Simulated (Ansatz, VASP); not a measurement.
## Cross-check of Si37H42C37 (SiC wire along [111], 74 atoms a period, H-terminated) between VASP and Ansatz

One calculation is typed for both programs; each brings its own data sets. How far apart do they land? The structure shown is the start of the Ansatz relaxation below; VASP solves that cell, so the two are compared at the walk's first step.

Program: Ansatz 0.2.0. Level of theory: plane waves, with VASP 6.6.1 beside it; single point at PBE. Results are calculated unless marked as measured.

### 1. The starting structure

The cell holds 116 atoms: 37 Si, 37 C and 42 H. Cell: a = 18.492 Å, b = 19.971 Å, c = 7.586 Å, α = 90.0°, β = 90.0°, γ = 90.0°. Vacuum lies along a and b. The structure's axis is c.

### 2. Ansatz: relaxation, PBE

Ansatz runs on its PAW soft_1 files.

The two programs are compared at the cell with which this relaxation starts, whose forces are those of its first step.

The input, input.yaml:

```yaml
crystal:
  lattice:
    - [18.492, 0.0, 0.0]
    - [0.0, 19.971, 0.0]
    - [0.0, 0.0, 7.5863825372]
  atoms:
    - { symbol: Si, position: [0.248769737, 0.373948253, 0.0] }
    - { symbol: Si, position: [0.416254471, 0.373948253, 0.0] }
    - { symbol: Si, position: [0.499996838, 0.239643948, 0.0] }
    - { symbol: Si, position: [0.499996838, 0.508252558, 0.0] }
    - { symbol: Si, position: [0.583739205, 0.373948253, 0.0] }
    - { symbol: Si, position: [0.667481572, 0.508252558, 0.0] }
    - { symbol: Si, position: [0.751223939, 0.373948253, 0.0] }
    - { symbol: C, position: [0.248769737, 0.373948253, 0.25] }
    - { symbol: C, position: [0.248769737, 0.642556862, 0.25] }
    - { symbol: C, position: [0.332512104, 0.508252558, 0.25] }
    - { symbol: C, position: [0.416254471, 0.373948253, 0.25] }
    - { symbol: C, position: [0.416254471, 0.642556862, 0.25] }
    - { symbol: C, position: [0.499996838, 0.239643948, 0.25] }
    - { symbol: C, position: [0.499996838, 0.776861167, 0.25] }
    - { symbol: C, position: [0.499996838, 0.508252558, 0.25] }
    - { symbol: C, position: [0.583739205, 0.373948253, 0.25] }
    - { symbol: C, position: [0.583739205, 0.642556862, 0.25] }
    - { symbol: C, position: [0.667481572, 0.508252558, 0.25] }
    - { symbol: C, position: [0.751223939, 0.373948253, 0.25] }
    - { symbol: C, position: [0.751223939, 0.642556862, 0.25] }
    - { symbol: H, position: [0.183863292, 0.498183001, 0.26874392] }
    - { symbol: H, position: [0.332512104, 0.259783061, 0.26874392] }
    - { symbol: H, position: [0.351348026, 0.766791611, 0.26874392] }
    - { symbol: H, position: [0.64864565, 0.766791611, 0.26874392] }
    - { symbol: H, position: [0.667481572, 0.259783061, 0.26874392] }
    - { symbol: H, position: [0.816130384, 0.498183001, 0.26874392] }
    - { symbol: H, position: [0.199317208, 0.347511266, 0.299210982] }
    - { symbol: H, position: [0.199317208, 0.616119875, 0.299210982] }
    - { symbol: H, position: [0.248769737, 0.695430836, 0.299210982] }
    - { symbol: H, position: [0.450544309, 0.213206961, 0.299210982] }
[... 80 atom lines left out ...]
    - { symbol: Si, position: [0.248769737, 0.642556862, 0.0] }
    - { symbol: Si, position: [0.332512104, 0.508252558, 0.0] }
    - { symbol: Si, position: [0.416254471, 0.642556862, 0.0] }
    - { symbol: Si, position: [0.499996838, 0.776861167, 0.0] }
    - { symbol: Si, position: [0.583739205, 0.642556862, 0.0] }
    - { symbol: Si, position: [0.751223939, 0.642556862, 0.0] }
kpoints:
  mp_grid: { grid: [1, 1, 11] }
scf:
  occupations: { method: fermi_dirac, width: 0.05 }
hamiltonian:
  xc: pbe
  pseudopotentials: { kind: paw, azcp: { folder: soft_1 } }
relax:
  cell: { fix: [a, b, alpha, beta, gamma] }
  max_steps: 45
  f_tol: 0.03
```

Command:

```console
$ ansatz run input.yaml --threads 16 --pin off --max-ram 61440MiB --backend cuda --events-out ev --progress --plain --runs-dir out --max-vram 78GiB
```

Numbers of over 12 decimals in the logs are rounded to 6 here.

Log:

```text
Engine: ansatz 0.2.0, aarch64-unknown-linux-gnu
Pseudopotentials: kind: paw
Pseudopotential: Si, paw, valence charge 4, recommended cutoff 420 eV (normal), soft_1/Si.paw.azcp
Pseudopotential: C, paw, valence charge 4, recommended cutoff 420 eV (normal), soft_1/C.paw.azcp
Pseudopotential: H, paw, valence charge 1, recommended cutoff 420 eV (normal), soft_1/H.paw.azcp
Functional definition: PBE
  parameter kappa = 0.804
  parameter beta = 0.066725
  exchange = pbe_x(kappa = kappa, mu = beta*pi^2/3)
  correlation = pbe_c(beta = beta)
[...]
Crystal: 116 atoms, lattice volume = 2801.679 Å³
Basis set: ecut = 420 eV, 54775 PW (Γ), exchange–correlation on 250×270×108 points (8 copies of the dense FFT grid, shifted against one another)
Bands: 285, of which v1, the nominal top of the filled ones, is band 169 counted from 1 (168 counted from 0)
Symmetry: 2 space group operations
Space group: Pm (ITA 6), of the structure as read, at distance tolerance 1.4e-4 Å
k-points: 6 of 11 (time reversal used)
Non-local potential: Si, projectors of the file, l = 0: 2, l = 1: 2, l = 2: 1
Non-local potential: C, projectors of the file, l = 0: 2, l = 1: 2, l = 2: 1
Non-local potential: H, projectors of the file, l = 0: 2, l = 1: 1
PAW form: soft (Blöchl's): semilocal exchange-correlation on the pseudo side does not see the compensation charge
PAW one-centre angular grid: Si, 110 points (default); XC on 64 Gauss nodes
PAW one-centre angular grid: C, 110 points (default); XC on 64 Gauss nodes
PAW one-centre angular grid: H, 110 points (default); XC on 64 Gauss nodes
Initial density: superposition of atomic densities (neutral atoms: chi_scale 0, normalization atom)
Initial wavefunctions: pseudopotential atomic-orbital guess
[...]
Functional: x = pbe(κ = 0.804, μ = 0.219515), c = pbe(β = 0.066725)
SCF iter   1: F=—  HF=-33573.887737 eV  |F-HF|=—  |Δ(HF+E_count)|=         —  Δρ=8.58e-2  dr2=2.59e2  ethr=3.10e-3  ⟨swp⟩=8.3  Hψ=10541  notcnv=0  defer=248
preconditioner: auto → Resta (q_TF=auto, 1.918 Å⁻¹)  ε∞=2.0  [insulator: Δε(μ)=4.494 eV  Ē_g=13.228 eV  σ=0.050 eV  W_gap=1.00  n_scr=346 (ndim 8)  ℏωp=12.9 eV  f_vac=0.524  D(μ)=0.00/eV (n_scr^D=0)  ε∞_Penn≈2.0  vacuum switching on, ρ_ref=1.3e-2 e/Å³]
SCF iter   2: F=—  HF=-33496.941869 eV  |F-HF|=—  |Δ(HF+E_count)|=    7.69e1  Δρ=2.96e-2  dr2=1.60e1  ethr=3.10e-3  ⟨swp⟩=4.0  Hψ=4025  notcnv=0  defer=649
[...]
SCF iter  11: F=-33492.917366 eV  HF=-33492.917366 eV  |F-HF|=1.86e-9  |Δ(HF+E_count)|=   1.07e-7  Δρ=7.14e-7  dr2=1.86e-8  ethr=2.96e-11  ⟨swp⟩=5.0  Hψ=4876  notcnv=0
SCF 1 converged in 11 iterations: F = -33492.917366 eV  dr2 = 1.86e-8
  greatest PAW one-centre occupation: 0.646 electrons in one spin orbital (limit 2), on the C atom at site 12 (counted from 0), in its partial waves of l = 0
relax step   1: F+E_penalty+E_count = -33492.91736579 eV  Δ(F+E_penalty+E_count) = +0.000e0 eV  max|allowed force component| = 7.008e-1 eV/Å  Δτ_max = 0.0000 Å  P = +0.081 GPa  Ω = 2801.679 Å³  fix = [a, b, alpha, beta, gamma]  reactions: a -0.096, b -0.086 GPa; alpha -0.004 GPa/rad  (11 SCF iters, dr2 threshold 1.00e-7 eV, accepted)
[...]
relax step   2: F+E_penalty+E_count = -33493.44653373 eV  Δ(F+E_penalty+E_count) = -5.292e-1 eV  max|allowed force component| = 4.604e-1 eV/Å  Δτ_max = 0.0666 Å  P = -0.045 GPa  Ω = 2829.032 Å³  energy of the carried Pulay correction = -1.083e-2 eV  fix = [a, b, alpha, beta, gamma]  reactions: a +0.140, b +0.155 GPa; alpha -0.006 GPa/rad  (6 SCF iters, dr2 threshold 1.16e-5 eV, accepted)
[...]
relax step   3: F+E_penalty+E_count = -33493.53171491 eV  Δ(F+E_penalty+E_count) = -8.518e-2 eV  max|allowed force component| = 8.284e-2 eV/Å  Δτ_max = 0.0307 Å  P = -0.037 GPa  Ω = 2822.850 Å³  energy of the carried Pulay correction = -8.395e-3 eV  fix = [a, b, alpha, beta, gamma]  reactions: a -0.032, b -0.031 GPa; alpha -0.002 GPa/rad  (6 SCF iters, dr2 threshold 1.16e-5 eV, accepted)
[...]
relax step   4: F+E_penalty+E_count = -33493.53560814 eV  Δ(F+E_penalty+E_count) = -3.893e-3 eV  max|allowed force component| = 2.649e-2 eV/Å  Δτ_max = 0.0075 Å  P = -0.008 GPa  Ω = 2823.045 Å³  energy of the carried Pulay correction = -8.472e-3 eV  fix = [a, b, alpha, beta, gamma]  reactions: a -0.004, b -0.008 GPa; alpha +0.001 GPa/rad  (6 SCF iters, dr2 threshold 4.29e-7 eV, accepted)
[...]
relax step   5: F+E_penalty+E_count = -33493.54487532 eV  Δ(F+E_penalty+E_count) = -9.267e-3 eV  max|allowed force component| = 2.642e-2 eV/Å  Δτ_max = 0.0000 Å  P = -0.004 GPa  Ω = 2823.045 Å³  fix = [a, b, alpha, beta, gamma]  reactions: a -0.001, b -0.006 GPa; alpha +0.001 GPa/rad  stress off target by 3.53e-3 GPa on what of the cell is left free  SCF on the basis re-selected at this cell (its energy is not comparable with the rows above)  (7 SCF iters)
[...]
- { symbol: C, position: [0.749624, 0.464520, 0.581921] }
    - { symbol: H, position: [0.182065, 0.587771, 0.605805] }
    - { symbol: H, position: [0.266633, 0.723408, 0.605816] }
    - { symbol: H, position: [0.415425, 0.213537, 0.605858] }
    - { symbol: H, position: [0.584569, 0.213537, 0.605858] }
    - { symbol: H, position: [0.733361, 0.723408, 0.605816] }
    - { symbol: H, position: [0.817929, 0.587771, 0.605805] }
    - { symbol: H, position: [0.201089, 0.438930, 0.628837] }
    - { symbol: H, position: [0.285704, 0.303216, 0.628834] }
    - { symbol: H, position: [0.415379, 0.782612, 0.628803] }
    - { symbol: H, position: [0.584615, 0.782612, 0.628803] }
    - { symbol: H, position: [0.714289, 0.303216, 0.628834] }
    - { symbol: H, position: [0.798905, 0.438930, 0.628837] }
    - { symbol: Si, position: [0.249273, 0.552999, 0.668348] }
    - { symbol: Si, position: [0.332799, 0.686956, 0.668347] }
    - { symbol: Si, position: [0.332310, 0.418616, 0.668520] }
    - { symbol: Si, position: [0.416471, 0.284842, 0.668349] }
    - { symbol: Si, position: [0.416081, 0.553131, 0.667325] }
    - { symbol: Si, position: [0.499997, 0.418545, 0.667324] }
    - { symbol: Si, position: [0.499997, 0.687563, 0.668535] }
    - { symbol: Si, position: [0.583523, 0.284842, 0.668349] }
    - { symbol: Si, position: [0.583912, 0.553131, 0.667325] }
    - { symbol: Si, position: [0.667195, 0.686956, 0.668347] }
    - { symbol: Si, position: [0.667684, 0.418616, 0.668520] }
    - { symbol: Si, position: [0.750721, 0.552999, 0.668348] }
    - { symbol: C, position: [0.250255, 0.554376, 0.914527] }
    - { symbol: C, position: [0.331984, 0.685453, 0.914526] }
    - { symbol: C, position: [0.331774, 0.418313, 0.917552] }
    - { symbol: C, position: [0.418267, 0.284912, 0.914530] }
    - { symbol: C, position: [0.416154, 0.553068, 0.917252] }
    - { symbol: C, position: [0.499997, 0.418603, 0.917249] }
    - { symbol: C, position: [0.499997, 0.688110, 0.917560] }
    - { symbol: C, position: [0.581727, 0.284912, 0.914530] }
    - { symbol: C, position: [0.583840, 0.553068, 0.917252] }
    - { symbol: C, position: [0.668010, 0.685453, 0.914526] }
    - { symbol: C, position: [0.668219, 0.418313, 0.917552] }
    - { symbol: C, position: [0.749739, 0.554376, 0.914527] }
    - { symbol: H, position: [0.181132, 0.406803, 0.938167] }
    - { symbol: H, position: [0.182000, 0.678238, 0.933756] }
    - { symbol: H, position: [0.245720, 0.303260, 0.938184] }
    - { symbol: H, position: [0.435404, 0.814621, 0.938120] }
    - { symbol: H, position: [0.499997, 0.168255, 0.933855] }
    - { symbol: H, position: [0.564590, 0.814621, 0.938120] }
    - { symbol: H, position: [0.754274, 0.303260, 0.938184] }
    - { symbol: H, position: [0.818861, 0.406803, 0.938167] }
    - { symbol: H, position: [0.817994, 0.678238, 0.933756] }
    - { symbol: H, position: [0.200989, 0.528528, 0.960269] }
    - { symbol: H, position: [0.331545, 0.737884, 0.960262] }
    - { symbol: H, position: [0.369445, 0.258357, 0.960288] }
    - { symbol: H, position: [0.630549, 0.258357, 0.960288] }
    - { symbol: H, position: [0.668448, 0.737884, 0.960262] }
    - { symbol: H, position: [0.799004, 0.528528, 0.960269] }
    - { symbol: Si, position: [0.248195, 0.642874, 0.000238208] }
    - { symbol: Si, position: [0.332120, 0.508375, 0.00126063] }
    - { symbol: Si, position: [0.415964, 0.642834, 0.00126339] }
    - { symbol: Si, position: [0.499997, 0.776708, 0.00375847] }
    - { symbol: Si, position: [0.584030, 0.642834, 0.00126339] }
    - { symbol: Si, position: [0.751798, 0.642874, 0.000238208] }
```

Reading the cycles: dr2 is the Hartree energy of the density residual (eV), the measure of convergence; HF is the Harris–Foulkes estimate of the energy, which meets the free energy F at convergence.

### 3. VASP: single point, PBE, start cell

The same cell, functional, mesh and smearing now go to VASP, with its own data sets.

Lines of VASP's logs that name or quote its potential files are left out, and so is its time.

The input, INCAR:

```
SYSTEM = Si37H42C37
PREC = Accurate
ENCUT = 520
EDIFF = 1E-06
NELM = 120
ISMEAR = -1
SIGMA = 0.05
LREAL = Auto
ALGO = Normal
GGA = PE
NBANDS = 256
LORBIT = 11
LWAVE = .FALSE.
LCHARG = .FALSE.
ISIF = 2
LASPH = .TRUE.
GGA_COMPAT = .FALSE.
EFERMI = MIDGAP
KPAR = 4
```

The input, POSCAR:

```
Si37H42C37
1.0
   18.4920000000      0.0000000000      0.0000000000
    0.0000000000     19.9710000000      0.0000000000
    0.0000000000      0.0000000000      7.5863830000
Si C H
37 37 42
Direct
    0.2487697383      0.3739482750      0.0000000000
    0.4162544885      0.3739482750      0.0000000000
    0.4999968365      0.2396439337      0.0000000000
    0.4999968365      0.5082525662      0.0000000000
    0.5837391846      0.3739482750      0.0000000000
    0.6674815597      0.5082525662      0.0000000000
    0.7512239347      0.3739482750      0.0000000000
    0.2487697383      0.4634844525      0.3333332894
    0.3325121134      0.3291801612      0.3333332894
    0.3325121134      0.5977887437      0.3333332894
    0.4162544885      0.4634844525      0.3333332894
    0.4162544885      0.7320930850      0.3333332894
    0.4999968365      0.5977887437      0.3333332894
    0.4999968365      0.3291801612      0.3333332894
    0.5837391846      0.4634844525      0.3333332894
    0.5837391846      0.7320930850      0.3333332894
    0.6674815597      0.3291801612      0.3333332894
    0.6674815597      0.5977887437      0.3333332894
    0.7512239347      0.4634844525      0.3333332894
    0.2487697383      0.5530206800      0.6666665788
    0.3325121134      0.6873249712      0.6666665788
    0.3325121134      0.4187163387      0.6666665788
    0.4162544885      0.2844120475      0.6666665788
    0.4162544885      0.5530206800      0.6666665788
    0.4999968365      0.4187163387      0.6666665788
    0.4999968365      0.6873249712      0.6666665788
    0.5837391846      0.2844120475      0.6666665788
    0.5837391846      0.5530206800      0.6666665788
    0.6674815597      0.6873249712      0.6666665788
    0.6674815597      0.4187163387      0.6666665788
[... 80 atom lines left out ...]
    0.1993172183      0.5265836964      0.9658775467
    0.3325121134      0.7401989385      0.9658775467
    0.3668019414      0.2579750638      0.9658775467
    0.6331917316      0.2579750638      0.9658775467
    0.6674815597      0.7401989385      0.9658775467
    0.8006764547      0.5265836964      0.9658775467
```

The input, KPOINTS:

```
Automatic mesh
0
Gamma
1 1 11
0 0 0
```

The projector-augmented-wave data sets are Si, C and H (PBE family, release 64).

Command:

```console
$ mpirun -np 16 vasp_std
```

Log:

```text
[banner, memory and clock lines left out]
running   16 mpi-ranks, on    1 nodes
[...]
|                                                                             |
|           W    W    AA    RRRRR   N    N  II  N    N   GGGG   !!!           |
|           W    W   A  A   R    R  NN   N  II  NN   N  G    G  !!!           |
|           W    W  A    A  R    R  N N  N  II  N N  N  G       !!!           |
|           W WW W  AAAAAA  RRRRR   N  N N  II  N  N N  G  GGG   !            |
|           WW  WW  A    A  R   R   N   NN  II  N   NN  G    G                |
|           W    W  A    A  R    R  N    N  II  N    N   GGGG   !!!           |
|                                                                             |
|     For optimal performance we recommend to set                             |
|       NCORE = 2 up to number-of-cores-per-socket                            |
|     NCORE specifies how many cores store one orbital (NPAR=cpu/NCORE).      |
|     This setting can greatly improve the performance of VASP for DFT.       |
|     The default, NCORE=1 might be grossly inefficient on modern             |
|     multi-core architectures or massively parallel machines. Do your        |
|     Unfortunately you need to use the default for GW and RPA                |
|     calculations (for HF NCORE is supported but not extensively tested      |
|     yet).                                                                   |
|                                                                             |

 LDA part: xc-table for (Slater+PW92), standard interpolation
 POSCAR, INCAR and KPOINTS ok, starting setup
[...]
entering main loop
       N       E                     dE             d eps       ncg     rms          rms(c)
DAV:   1     0.198961696299E+04    0.19896E+04   -0.12531E+05  3128   0.103E+03
DAV:   2    -0.423157174807E+03   -0.24128E+04   -0.22970E+04  4240   0.226E+02
DAV:   3    -0.763913427152E+03   -0.34076E+03   -0.33704E+03  4008   0.799E+01
DAV:   4    -0.783070972324E+03   -0.19158E+02   -0.19096E+02  4256   0.214E+01
[...]
DAV:  25    -0.700714370431E+03   -0.42149E-05   -0.24423E-07  2784   0.754E-04    0.401E-04
DAV:  26    -0.700714371594E+03   -0.11633E-05   -0.14382E-07  2664   0.471E-04    0.341E-04
DAV:  27    -0.700714372367E+03   -0.77280E-06   -0.49069E-08  2680   0.349E-04
   1 F= -.70071437E+03 E0= -.70071437E+03  d E =-.623961E-11
```

OUTCAR, selected parts (step 3):

```text
  FREE ENERGIE OF THE ION-ELECTRON SYSTEM (eV)
  ---------------------------------------------------
  free  energy   TOTEN  =      -700.7143723673 eV

  energy  without entropy=     -700.7143723673  energy(sigma->0) =     -700.71437237
```

### 4. Side by side

Known differences besides the potentials themselves: the cutoff is 420 eV in Ansatz and 520 eV in VASP (PREC = Accurate, projectors in real space). Total energies have different zeros and are not compared.

Forces on 10 of the 116 atoms, those with the largest forces and the largest differences (eV/Å; atoms numbered as in POSCAR):

```
atom          Ansatz x, y, z            VASP x, y, z
 Si1     0.607, 0.352, 0.672     0.598, 0.345, 0.662
 Si7    -0.607, 0.352, 0.672    -0.598, 0.345, 0.662
 Si9    -0.239, 0.673, 0.475    -0.238, 0.661, 0.469
Si12    0.701, -0.115, 0.475    0.688, -0.110, 0.471
Si16   -0.701, -0.115, 0.475   -0.688, -0.110, 0.471
Si17     0.239, 0.673, 0.475     0.238, 0.661, 0.469
Si35    0.000, -0.680, 0.672    0.000, -0.667, 0.662
 C44    0.000, 0.175, -0.271    0.000, 0.149, -0.278
 C55  -0.158, -0.008, -0.195  -0.157, -0.035, -0.211
 C59   0.158, -0.008, -0.195   0.157, -0.035, -0.211
```

The forces differ by 9.5 meV/Å r.m.s., which is 3.5 % of the r.m.s. force of 0.272 eV/Å (both taken over all components).

### 5. Results

| Item | Value |
| --- | --- |
| r.m.s. force difference (single point, PBE, start cell) | 3.5 % of the r.m.s. force |

In words: The r.m.s. force difference is 3.5 % of the r.m.s. force (single point, PBE, start cell), beyond the 3 % picked in this series as the mark of a large difference. VASP runs on this material, other cells of it included, that failed, so that no pair exists: single point, PBE (timeout). How closely two codes agree says nothing of how well the functional describes the real material.

[Lines on the potential files, build, host, timing and source positions are cut from VASP's logs without a mark.]

[Logs are printed without paths, hosts, clocks, repeated set-up lines and the standing remarks that a program may print on its own settings, such as how far it seeks lower states.]

[Hosts, paths, dates, database ids (printed as entryN), source tags and the programs' standing remarks are cut or masked in the printed files.]
